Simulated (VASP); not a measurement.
Here is a VASP 6.6.1 calculation.

The input INCAR:

```
PREC     = Accurate       # precision mode
ENCUT    = 600            # plane-wave cutoff, eV
EDIFF    = 1E-6           # SCF threshold, eV
ISMEAR   = -1             # smearing method
SIGMA    = 0.05           # smearing width, eV
LREAL    = False          # projectors in reciprocal space
LASPH    = True           # aspherical terms in the spheres
NELM     = 120            # most SCF steps
ALGO     = Normal         # electronic algorithm
ISIF     = 3              # what is computed and relaxed
LWAVE    = False          # write WAVECAR
LCHARG   = False          # write CHGCAR
ISPIN    = 2              # spin polarisation
MAGMOM   = 1 1 0 0.6 0    # initial moments
LORBIT   = 11             # projections on sites
LMAXMIX  = 4              # l up to which the mixer works
GGA      = PE             # functional
IVDW     = 1              # dispersion correction
IBRION   = 2              # ionic algorithm
NSW      = 60             # ionic steps
EDIFFG   = -0.005         # ionic threshold
KPAR     = 4
```

Contents of KPOINTS:

```
regular mesh
0
Gamma
  11 11 3
```

Contents of POSCAR:

```
NiMoIrPdW
1.0
    2.3446000000     -1.4313800000      0.0090600000
    2.3446000000      1.4313800000      0.0090600000
   -2.2060000000      0.0000000000     10.9237400000
Ni Mo Pd Ir W
1 1 1 1 1
Direct
    0.4983800000      0.4983800000      0.2952500000
    0.3177300000      0.3177300000      0.9120700000
    0.2473300000      0.2473300000      0.4906100000
    0.7498200000      0.7498200000      0.1080200000
    0.6867300000      0.6867300000      0.6940600000
```

Potentials or basis: VASP PAW PBE potentials, release 64 (Ni, Mo_sv, Pd, Ir, W_sv).

The run is started by

```sh
$ cat potpaw_PBE.64/Ni/POTCAR potpaw_PBE.64/Mo_sv/POTCAR potpaw_PBE.64/Pd/POTCAR potpaw_PBE.64/Ir/POTCAR potpaw_PBE.64/W_sv/POTCAR > POTCAR
$ mpirun -np 4 vasp_std > vasp.out
```

Q: Estimate the relaxed cell.

A: a = 2.705 Å, b = 2.705 Å, c = 10.982 Å, α = 99.50°, β = 99.50°, γ = 61.65°.

Q: What does it give for the band gap on the k mesh?

A: None (metal or under the smearing width).

Q: What does it give for the dispersion energy per atom?

A: -1.008 eV.

Q: Estimate the relaxed volume.

A: 13.88 Å³/atom.

The path:
```tsv
step	energy change (eV)	largest force (eV/Å)	pressure (GPa)	volume (Å³)
1	0.0000	0.2454	-12.09	73.38
3	-0.1485	0.3395	-0.53	69.84
5	-0.1487	0.3576	-0.08	69.65
7	-0.1486	0.3654	0.48	69.58
9	-0.1596	0.2920	0.81	69.27
11	-0.1645	0.1658	-1.11	69.71
13	-0.1668	0.0581	0.01	69.44
15	-0.1673	0.0428	0.10	69.39
17	-0.1676	0.0550	-0.14	69.45
19	-0.1676	0.0659	-0.41	69.50
21	-0.1676	0.0598	-0.28	69.47
23	-0.1681	0.0215	-0.14	69.44
25	-0.1681	0.0162	-0.12	69.40
27	-0.1681	0.0132	0.20	69.36
29	-0.1681	0.0155	0.14	69.39
31	-0.1681	0.0094	0.03	69.40
33	-0.1681	0.0119	-0.09	69.41
35	-0.1681	0.0099	-0.03	69.41
37	-0.1681	0.0111	-0.04	69.41
39	-0.1681	0.0083	0.06	69.38
41	-0.1681	0.0078	0.02	69.39
43	-0.1681	0.0080	0.02	69.39
45	-0.1682	0.0117	-0.02	69.42
47	-0.1682	0.0085	-0.05	69.40
49	-0.1681	0.0182	0.12	69.36
51	-0.1682	0.0111	0.10	69.39
53	-0.1682	0.0102	0.06	69.39
54	-0.1682	0.0039	0.03	69.42
```

Caveat: atom-pairwise D2, TS and ULG terms overbind metals; pairwise dispersion overbinds metals, which lowers pressure and volume. Spin-orbit coupling is left out, which matters for the levels of Ir, W.
